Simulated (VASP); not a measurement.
# Y2C in VASP: notebook

One slab, Y2C, is run at these levels: PBEsol; tasks: single point.

Program: VASP 6.6.1. These are calculated values, not measurements. Logs are shortened: lines on timing, memory, paths and dates and some standing lists are left out, and cuts for length are marked.

## (1) Starting point

The cell holds a slab with vacuum, 6 atoms: a = 3.625 Å, b = 3.625 Å, c = 18.697 Å, α = 90.00°, β = 90.00°, γ = 120.00°.

## (2) Single point, PBEsol

File INCAR:

```
SYSTEM = Y2C
PREC = Accurate ; ENCUT = 460
EDIFF = 1E-7 ; ISMEAR = 1
SIGMA = 0.1 ; LREAL = .False.
LASPH = .True. ; NELM = 120
ALGO = Normal ; ISIF = 2
LWAVE = .False. ; LCHARG = .False.
LDIPOL = .True. ; IDIPOL = 3
DIPOL = 0.5 0.5 0.500 ; GGA = PS
NBANDS = 40 ; LVHAR = .True.
LVACPOTAV = .True.
```

File KPOINTS:

```
Automatic mesh
0
Gamma
  13 13 1
  0 0 0
```

File POSCAR:

```
Y2C
1.0
    3.6248384738      0.0000000000      0.0000000000
   -1.8124192369      3.1392022029      0.0000000000
    0.0000000000      0.0000000000     18.6970909600
Y C
4 2
Direct
    0.0000000000      0.0000000000      0.2674212802
    0.3333333333      0.6666666667      0.4123149947
    0.6666666667      0.3333333333      0.5876850053
    0.0000000000      0.0000000000      0.7325787198
    0.6666666667      0.3333333333      0.3398681374
    0.3333333333      0.6666666667      0.6601318626
```

Potentials or basis: VASP PAW PBE potentials, release 64 (Y_sv, C).

Started as:

```console
cat potpaw_PBE.64/Y_sv/POTCAR potpaw_PBE.64/C/POTCAR > POTCAR
mpirun -np 1 vasp_std > vasp.out
```

OUTCAR:

```text
SYSTEM = Y2C
   PREC = Accurate
   ENCUT = 460
   EDIFF = 1E-7
   ISMEAR = 1
   LREAL = .False.
   LASPH = .True.
   NELM = 120
   ISIF = 2
   GGA = PS

 Found     21 irreducible k-points:

 Following reciprocal coordinates:
            Coordinates               Weight
  0.000000  0.000000  0.000000      1.000000
  0.076923 -0.000000  0.000000      6.000000
  0.153846 -0.000000  0.000000      6.000000
  0.230769 -0.000000  0.000000      6.000000
  0.307692 -0.000000  0.000000      6.000000
  0.384615 -0.000000  0.000000      6.000000
   k-points           NKPTS =     21   k-points in BZ     NKDIM =     21   number of bands    NBANDS=     40
   number of dos      NEDOS =    301   number of ions     NIONS =      6
   total plane-waves  NPLWV = 109760
   dimension x,y,z NGX =    28 NGY =   28 NGZ =  140
   dimension x,y,z NGXF=    56 NGYF=   56 NGZF=  280
   ions per type =               4   2
   NGX,Y,Z   is equivalent  to a cutoff of  12.84, 12.84, 12.45 a.u.
   NGXF,Y,Z  is equivalent  to a cutoff of  25.68, 25.68, 24.90 a.u.
 SYSTEM =  Y2C
   PREC   = accura    normal or accurate (medium, high low for compatibility)
   ISTART =      0    job   : 0-new  1-cont  2-samecut
   ICHARG =      2    charge: 1-file 2-atom 10-const
   ISPIN  =      1    spin polarized calculation?
   LNONCOLLINEAR =      F non collinear calculations
   LSORBIT =      F    spin-orbit coupling
   LASPH  =      T    aspherical Exc in radial PAW
   ENCUT  =  460.0 eV  33.81 Ry    5.81 a.u.   6.34  6.34 32.70*2*pi/ulx,y,z
   NELM   =    120;   NELMIN=  2; NELMDL= -5     # of ELM steps
   EDIFF  = 0.1E-06   stopping-criterion for ELM
   LREAL  =      F    real-space projection
   EDIFFG = 0.1E-05   stopping-criterion for IOM
   NSW    =      0    number of steps for IOM
   IBRION =     -1    ionic relax: 0-MD 1-quasi-New 2-CG
   NFREE  =      0    steps in history (QN), initial steepest desc. (CG)
   ISIF   =      2    stress and relaxation
   ISYM   =      2    0-nonsym 1-usesym 2-fastsym
   POTIM  = 0.5000    time-step for ionic-motion
   TEBEG  =    0.0;   TEEND  =   0.0 temperature during run
   PSTRESS=    0.0 pullay stress
   NELECT =      52.0000    total number of electrons
   NUPDOWN=      -1.0000    fix difference up-down
   EMIN   =  10.00;   EMAX   =-10.00  energy-range for DOS
   EFERMI =   0.00;   METHOD = LEGACY
   ISMEAR =     1;   SIGMA  =   0.10  broadening in eV -4-tet -1-fermi 0-gaus
   EFERMI_NEDOS =   21; number of points for ismear=-14 and -15
   IALGO  =     38    algorithm
   IMIX   =      4    mixing-type and parameters
     AMIX     =   0.40;   BMIX     =  1.00
     AMIX_MAG =   1.60;   BMIX_MAG =  1.00
  volume/ion in A,a.u.               =      35.46       239.29
  Fermi-wavevector in a.u.,A,eV,Ry     =   1.023565  1.934257 14.254615  1.047685
  Thomas-Fermi vector in A             =   2.157305
   LORBIT       =      0    0 simple, 1 ext, 2 COOP (PROOUT), +10 PAW based schemes
   GGA     = PS    functional components
   LHFCALC =     F    Hartree Fock is set to
   AEXX    =    0.0000 exact exchange contribution
   IVDW    =     0    specifies the selected vdW correction
   LEPSILON=     F    determine dielectric tensor
   LRPA    =     F    only Hartree local field effects (RPA)
 non-spin polarized calculation
 Methfessel and Paxton  Order N= 1 SIGMA  =   0.10
  energy-cutoff  :      460.00
  volume of cell :      212.76
 maximum number of plane-waves:      4799
 NGX is ok and might be reduce to    28
   NGX = 13   NGY = 13   NGZ = 65

 dipolmoment           0.000000      0.000000      0.000000 electrons x Angstroem

 number of electron      51.9999999 magnetization

 dipolmoment           0.000000      0.000000     -0.000000 electrons x Angstroem

 Free energy of the ion-electron system (eV)
  ---------------------------------------------------
  ext. energy  EPLUGINS =         0.00000000
  ---------------------------------------------------
  free energy    TOTEN  =       -47.25975881 eV

  energy without entropy =      -47.25771117  energy(sigma->0) =      -47.25907626

 E-fermi :   0.9550     XC(G=0):  -7.2479

 val. band max:        0.9424419444   @ k =   0.2308   0.0769   0.0000
 cond. band min:       0.9647518965   @ k =   0.3846   0.0769   0.0000
 fundamental gap:      0.0223099521
 Fermi energy:         0.9549539426

 k-point     1 :       0.0000    0.0000    0.0000
  band No.  band energies     occupation
      1     -41.4198      2.00000
      2     -41.4198      2.00000
      3     -40.9358      2.00000
      4     -40.9239      2.00000
      5     -21.6613      2.00000
      6     -21.6444      2.00000
[... 30 lines left out ...]
     37       4.5608      0.00000
     38       4.5608      0.00000

 k-point     2 :       0.0769   -0.0000    0.0000
  band No.  band energies     occupation
      1     -41.4174      2.00000
      2     -41.4173      2.00000
      3     -40.9334      2.00000
      4     -40.9218      2.00000
      5     -21.6546      2.00000
      6     -21.6390      2.00000
[... 30 lines left out ...]
     37       4.4394      0.00000
     38       4.6018      0.00000

 k-point     3 :       0.1538   -0.0000    0.0000
  band No.  band energies     occupation
      1     -41.4106      2.00000
      2     -41.4106      2.00000
      3     -40.9267      2.00000
      4     -40.9160      2.00000
      5     -21.6366      2.00000
      6     -21.6249      2.00000
[... 30 lines left out ...]
     37       4.5896      0.00000
     38       4.6401      0.00000

 k-point     4 :       0.2308   -0.0000    0.0000
  band No.  band energies     occupation
      1     -41.4011      2.00000
      2     -41.4010      2.00000
      3     -40.9171      2.00000
      4     -40.9078      2.00000
      5     -21.6156      2.00000
      6     -21.6090      2.00000
[... 30 lines left out ...]
     37       4.7325      0.00000
     38       4.8087      0.00000

 k-point     5 :       0.3077   -0.0000    0.0000
  band No.  band energies     occupation
      1     -41.3909      2.00000
      2     -41.3909      2.00000
      3     -40.9067      2.00000
      4     -40.8992      2.00000
      5     -21.6182      2.00000
      6     -21.6168      2.00000
[... 30 lines left out ...]
     37       4.9361      0.00000
     38       5.2927      0.00000

 k-point     6 :       0.3846   -0.0000    0.0000
  band No.  band energies     occupation
      1     -41.3824      2.00000
      2     -41.3824      2.00000
      3     -40.8979      2.00000
      4     -40.8923      2.00000
      5     -21.6779      2.00000
      6     -21.6764      2.00000
[... 30 lines left out ...]
     37       5.3114      0.00000
     38       5.5090      0.00000

 [... further k-points ...]

 [bands above 38 left out]

------------------------ aborting loop because EDIFF is reached ----------------------------------------

  FORCE on cell =-STRESS in cart. coord.  units (eV):
  Direction    XX          YY          ZZ          XY          YZ          ZX
  --------------------------------------------------------------------------------------
  -------------------------------------------------------------------------------------
  Total       -4.4551459     -4.4551459     -2.8168090     -0.0000000      0.0000000      0.0000000
  in kB      -33.5498453    -33.5498453    -21.2122134     -0.0000000      0.0000000      0.0000000
  external PRESSURE =     -29.4373013 kB  Pullay stress =       0.0000000 kB

 VOLUME and BASIS-vectors are now :
 -----------------------------------------------------------------------------
  energy-cutoff  :      460.00
  volume of cell :      212.76
      direct lattice vectors                 reciprocal lattice vectors
     3.624838474  0.000000000  0.000000000     0.275874362  0.159276137  0.000000000
    -1.812419237  3.139202203  0.000000000     0.000000000  0.318552274  0.000000000
     0.000000000  0.000000000 18.697090960     0.000000000  0.000000000  0.053484256

 POSITION                                       TOTAL-FORCE (eV/Angst)
 -----------------------------------------------------------------------------------
      0.00000      0.00000      5.00000        -0.000000     -0.000000      0.833824
     -0.00000      2.09280      7.70909        -0.000000     -0.000000     -0.352353
      1.81242      1.04640     10.98800        -0.000000      0.000000      0.352353
      0.00000      0.00000     13.69709        -0.000000      0.000000     -0.833824
      1.81242      1.04640      6.35455         0.000000      0.000000     -0.561764
     -0.00000      2.09280     12.34255         0.000000      0.000000      0.561764
 -----------------------------------------------------------------------------------
    total drift:                                0.000000      0.000000      0.000000

  FREE ENERGIE OF THE ION-ELECTRON SYSTEM (eV)
  ---------------------------------------------------
  free  energy   TOTEN  =       -47.2597588089 eV

  energy  without entropy=      -47.2577111681  energy(sigma->0) =      -47.25907626
```

It took 2.4 min on 1 thread of Intel Xeon 6975P-C (Granite Rapids), shared host; peak memory 0.39 GiB.

The run converged, but some of its settings lie outside the range that counts as converged, so its numbers aren't taken as properties of the slab.

Results:

- Free energy: -47.2598 eV
- Largest force: 0.834 eV/Å
- Band gap on the k mesh: none (metal or under the smearing width)

Caveat: the cutoff is under 1.25 times the usual one of these potentials, so pressure, stress and relaxed cells hold a basis-set (Pulay) error; the PAW data sets were made with another functional, which shifts forces and pressure a little.

## (3) Single point, PBEsol

This run uses another cell than the first one, of 39.25 Å³/atom, 1.107 times its volume.

Changes to INCAR since step 2:

```diff
@@ -3,3 +3,3 @@
 EDIFF = 1E-7 ; ISMEAR = 1
-SIGMA = 0.1 ; LREAL = .False.
+SIGMA = 0.3 ; LREAL = .False.
 LASPH = .True. ; NELM = 120
```

KPOINTS is that of step 2.

File POSCAR:

```
Y2C
1.0
    3.6248384738      0.0000000000      0.0000000000
   -1.8124192369      3.1392022029      0.0000000000
    0.0000000000      0.0000000000     20.6970909600
Y C
4 2
Direct
    0.0000000000      0.0000000000      0.2898958125
    0.3333333333      0.6666666667      0.4207881666
    0.6666666667      0.3333333333      0.5792118334
    0.0000000000      0.0000000000      0.7101041875
    0.6666666667      0.3333333333      0.3553419896
    0.3333333333      0.6666666667      0.6446580104
```

Potentials or basis: VASP PAW PBE potentials, release 64 (Y_sv, C).

Started as:

```console
cat potpaw_PBE.64/Y_sv/POTCAR potpaw_PBE.64/C/POTCAR > POTCAR
mpirun -np 1 vasp_std > vasp.out
```

It took 2.8 min on 1 thread of Intel Xeon 6975P-C (Granite Rapids), shared host; peak memory 0.42 GiB.

These settings aren't checked as converged: the numbers below hold their error.

Results:

```yaml
Free_energy: -47.2720 eV
Largest_force: 0.795 eV/Å
Band_gap_on_the_k_mesh: none (metal or under the smearing width)
```

Caveat: the cutoff is under 1.25 times the usual one of these potentials, so pressure, stress and relaxed cells hold a basis-set (Pulay) error; the PAW data sets were made with another functional, which shifts forces and pressure a little.

## (4) Single point, PBEsol

This run uses another cell than the first one, of 39.25 Å³/atom, 1.107 times its volume.

Changes to INCAR since step 3:

```diff
@@ -2,4 +2,4 @@
 PREC = Accurate ; ENCUT = 460
-EDIFF = 1E-7 ; ISMEAR = 1
-SIGMA = 0.3 ; LREAL = .False.
+EDIFF = 1E-5 ; ISMEAR = 1
+SIGMA = 0.1 ; LREAL = .False.
 LASPH = .True. ; NELM = 120
```

KPOINTS is that of step 3.

POSCAR is that of step 3.

Potentials or basis: VASP PAW PBE potentials, release 64 (Y_sv, C).

Started as:

```console
cat potpaw_PBE.64/Y_sv/POTCAR potpaw_PBE.64/C/POTCAR > POTCAR
mpirun -np 1 vasp_std > vasp.out
```

OUTCAR:

```text
SYSTEM = Y2C
   PREC = Accurate
   ENCUT = 460
   EDIFF = 1E-5
   ISMEAR = 1
   LREAL = .False.
   LASPH = .True.
   NELM = 120
   ISIF = 2
   GGA = PS

 Found     21 irreducible k-points:

 Following reciprocal coordinates:
            Coordinates               Weight
  0.000000  0.000000  0.000000      1.000000
  0.076923 -0.000000  0.000000      6.000000
  0.153846 -0.000000  0.000000      6.000000
  0.230769  0.000000  0.000000      6.000000
  0.307692 -0.000000  0.000000      6.000000
[... 335 lines left out ...]
  -------------------------------------------------------------------------------------
  Total       -4.4531657     -4.4531657     -2.8153595      0.0000000      0.0000000     -0.0000000
  in kB      -30.2943876    -30.2943876    -19.1525752      0.0000000      0.0000000     -0.0000000
  external PRESSURE =     -26.5804501 kB  Pullay stress =       0.0000000 kB

 VOLUME and BASIS-vectors are now :
 -----------------------------------------------------------------------------
  energy-cutoff  :      460.00
  volume of cell :      235.51
      direct lattice vectors                 reciprocal lattice vectors
     3.624838474  0.000000000  0.000000000     0.275874362  0.159276137  0.000000000
    -1.812419237  3.139202203  0.000000000     0.000000000  0.318552274  0.000000000
     0.000000000  0.000000000 20.697090960     0.000000000  0.000000000  0.048315969

 POSITION                                       TOTAL-FORCE (eV/Angst)
 -----------------------------------------------------------------------------------
      0.00000      0.00000      6.00000         0.000000      0.000000      0.835359
     -0.00000      2.09280      8.70909         0.000000     -0.000000     -0.353824
      1.81242      1.04640     11.98800        -0.000000      0.000000      0.353824
      0.00000      0.00000     14.69709         0.000000     -0.000000     -0.835359
      1.81242      1.04640      7.35455         0.000000      0.000000     -0.561675
     -0.00000      2.09280     13.34255        -0.000000     -0.000000      0.561675
 -----------------------------------------------------------------------------------
    total drift:                               -0.000000      0.000000     -0.000000

  FREE ENERGIE OF THE ION-ELECTRON SYSTEM (eV)
  ---------------------------------------------------
  free  energy   TOTEN  =       -47.2588985697 eV

  energy  without entropy=      -47.2570094801  energy(sigma->0) =      -47.25826887
```

stdout:

```text
POSCAR found type information on POSCAR Y C
 POSCAR found :  2 types and       6 ions
 scaLAPACK will be used
 -----------------------------------------------------------------------------
|                                                                             |
[... 39 lines left out ...]
|     field-free region was found. Please increase the size of  your cell     |
|     in the dimension of the dipole correction to obtain accurate            |
|     workfunction values.                                                    |
|                                                                             |
 -----------------------------------------------------------------------------
```

Run time: 2.5 min. Hardware: 1 thread of Intel Xeon 6975P-C (Granite Rapids), shared host; peak memory 0.41 GiB.

These settings aren't checked as converged: the numbers below hold their error.

Results:

| Quantity | Value |
| --- | --- |
| Free energy | -47.2589 eV |
| Largest force | 0.835 eV/Å |
| Band gap on the k mesh | none (metal or under the smearing width) |

Caveat: the cutoff is under 1.25 times the usual one of these potentials, so pressure, stress and relaxed cells hold a basis-set (Pulay) error; the PAW data sets were made with another functional, which shifts forces and pressure a little.

## (5) Single point, PBEsol

This run uses another cell than the first one, of 44.94 Å³/atom, 1.267 times its volume.

Changes to INCAR since step 4:

```diff
@@ -2,3 +2,3 @@
 PREC = Accurate ; ENCUT = 460
-EDIFF = 1E-5 ; ISMEAR = 1
+EDIFF = 1E-7 ; ISMEAR = 1
 SIGMA = 0.1 ; LREAL = .False.
```

KPOINTS is that of step 4.

File POSCAR:

```
Y2C
1.0
    3.6248384738      0.0000000000      0.0000000000
   -1.8124192369      3.1392022029      0.0000000000
    0.0000000000      0.0000000000     23.6970909600
Y C
4 2
Direct
    0.0000000000      0.0000000000      0.3164945441
    0.3333333333      0.6666666667      0.4308162119
    0.6666666667      0.3333333333      0.5691837881
    0.0000000000      0.0000000000      0.6835054559
    0.6666666667      0.3333333333      0.3736553780
    0.3333333333      0.6666666667      0.6263446220
```

Started as:

```console
cat potpaw_PBE.64/Y_sv/POTCAR potpaw_PBE.64/C/POTCAR > POTCAR
mpirun -np 1 vasp_std > vasp.out
```

Run time: 3.5 min. Hardware: 1 thread of Intel Xeon 6975P-C (Granite Rapids), shared host; peak memory 0.45 GiB.

The run converged, but some of its settings lie outside the range that counts as converged, so its numbers aren't taken as properties of the slab.

Results:

| Item | Value |
| --- | --- |
| Free energy | -47.2588 eV |
| Largest force | 0.836 eV/Å |
| Band gap on the k mesh | none (metal or under the smearing width) |
| Work function of the upper face | 3.88 eV |
| Work function of the lower face | 3.88 eV |

Caveat: the cutoff is under 1.25 times the usual one of these potentials, so pressure, stress and relaxed cells hold a basis-set (Pulay) error; the PAW data sets were made with another functional, which shifts forces and pressure a little.
